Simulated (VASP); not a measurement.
Here is a VASP 6.6.1 calculation.

Contents of INCAR:

```
PREC     = Accurate       # precision mode
ENCUT    = 520            # plane-wave cutoff, eV
EDIFF    = 1E-7           # SCF threshold, eV
ISMEAR   = -1             # smearing method
SIGMA    = 0.05           # smearing width, eV
LREAL    = F              # projectors in reciprocal space
LASPH    = T              # aspherical terms in the spheres
NELM     = 100            # most SCF steps
ALGO     = Normal         # electronic algorithm
ISIF     = 2              # what is computed and relaxed
LWAVE    = F              # write WAVECAR
LCHARG   = T              # write CHGCAR
GGA      = PS             # functional
LVHAR    = T            
NBANDS   = 30             # bands
KPAR     = 2
```

File KPOINTS:

```
regular mesh
0
Gamma
  9 6 5
```

POSCAR

```
BPd4
1.0
    2.8920299704      0.0000000000      0.0000000000
    0.0000000000      4.3650077954      0.0000000000
    0.0000000000      0.0000000000      5.8563150000
Pd B
4 1
Direct
    0.5000000000      0.0000000000      0.1975780000
    0.0000000000      0.0000000000      0.6194700000
    0.0000000000      0.5000000000      0.3291640000
    0.5000000000      0.5000000000      0.8675610000
    0.5000000000      0.0000000000      0.8632270000
```

Potentials or basis: VASP PAW PBE potentials, release 64 (Pd, B).

Command:

```bash
$ cat potpaw_PBE.64/Pd/POTCAR potpaw_PBE.64/B/POTCAR > POTCAR
$ mpirun -np 2 vasp_std > vasp.out
```

**Question.** Predict the pressure.

**Answer.** -8.5 GPa.

**Question.** What does it give for the band gap on the k mesh?

**Answer.** None (metal or under the smearing width).

Stress tensor (GPa, compression positive):
```
-8.80  0.00  0.00
 0.00 -8.43  0.00
 0.00  0.00 -8.18
```

Caveat: the PAW data sets were made with another functional, which shifts forces and pressure a little.
